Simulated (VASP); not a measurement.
The input files of a VASP run:

INCAR:
```
! general
SYSTEM   = Hf
PREC     = Accurate
ENCUT    = 520
LREAL    = .False.
LASPH    = .True.

! electronic loop
EDIFF    = 1E-6
NELM     = 100
ALGO     = Normal
LMAXMIX  = 6

! smearing
ISMEAR   = 1
SIGMA    = 0.1

! functional
GGA      = CX
LUSE_VDW = .True.
AGGAC    = 0.0

! ions
IBRION   = 2
NSW      = 60
ISIF     = 3
EDIFFG   = -0.01

! output
LWAVE    = .False.
LCHARG   = .False.
```

### POSCAR
```
Hf
1.0
  1.5810965543  -2.7385395266   0.0000000000
  1.5810965543   2.7385395266   0.0000000000
  0.0000000000   0.0000000000   5.0014077502
Hf
2
Cart
  1.5810965543   0.9128483346   1.2503519376
  1.5810965543  -0.9128483346   3.7510558127
```

### KPOINTS
```
Automatic
0
gamma
 12 12 7
0 0 0
```

POTCAR, in this order: Hf_pv (PBE.64 set). Program: vasp_std.

Problem. Translate this vdW-DF-cx calculation to Quantum ESPRESSO's pw.x.

Solution. One equivalent input (not run):
```
&CONTROL
  calculation = 'vc-relax'
  pseudo_dir = './pseudo'
  outdir = './out'
  tprnfor = .true.
  tstress = .true.
  nstep = 60
  forc_conv_thr = 0.00039
/
&SYSTEM
  ibrav = 0
  nat = 2
  ntyp = 1
  ecutwfc = 58
  occupations = 'smearing'
  smearing = 'methfessel-paxton'
  degauss = 0.00735
  input_dft = 'vdw-df-cx'
/
&ELECTRONS
  conv_thr = 7.3e-08
  electron_maxstep = 100
/
&IONS
/
&CELL
/
ATOMIC_SPECIES
  Hf 178.490 Hf.upf
CELL_PARAMETERS angstrom
     1.5810966   -2.7385395    0.0000000
     1.5810966    2.7385395   -0.0000000
    -0.0000000    0.0000000    5.0014078
ATOMIC_POSITIONS crystal
  Hf   0.3333330  0.6666670  0.2500000
  Hf   0.6666670  0.3333330  0.7500000
K_POINTS automatic
  12 12 7 0 0 0
```
What does not carry over: the potentials are each code's own (VASP's PAW set, PseudoDojo norm-conserving files in pw.x), so ENCUT and ecutwfc are chosen apart and not converted; conv_thr bounds pw.x's estimated SCF error, while EDIFF bounds the energy change between steps; forc_conv_thr acts on force components and is met together with etot_conv_thr.

The compound is Hf in the hcp structure. This run relaxes it. Symmetry was kept, so distortions that lower it aren't found. The start is the result of an earlier pass.
